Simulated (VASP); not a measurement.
```
IrO2
1.0
    4.48340     0.00000     0.00000
    0.00000     4.48340     0.00000
    0.00000     0.00000     3.16361
Ir O
2 4
Direct
  0.00000   0.00000   0.00000
  0.50000   0.50000   0.50000
  0.30877   0.30877   0.00000
  0.19123   0.80877   0.50000
  0.69123   0.69123   0.00000
  0.80877   0.19123   0.50000
```

These are PBEsol GGA, VASP's PBE PAW potentials (set 64) (plane waves; VASP) values and carry that method's errors. Settings: 520 eV cut-off, 8×8×11 Γ-centred mesh, tetrahedra with Blöchl corrections, potentials Ir O.

**Question.** The job: IrO$_{2}$ (space group P4_2/mnm), 6 atoms, PBEsol, static run, 520 eV, 8×8×11 Γ-centred mesh. Roughly how much core time does it take on a busy server core?

**Answer.** About 2 core-minutes (one run on a shared machine, a rough figure). It had 90 irreducible k-points, 25 bands, up to 1740 plane waves and 14 electronic steps.

The structure comes from a measured IrO2 entry (P4_2/mnm) of the Crystallography Open Database, whose conditions weren't checked. It was relaxed first.
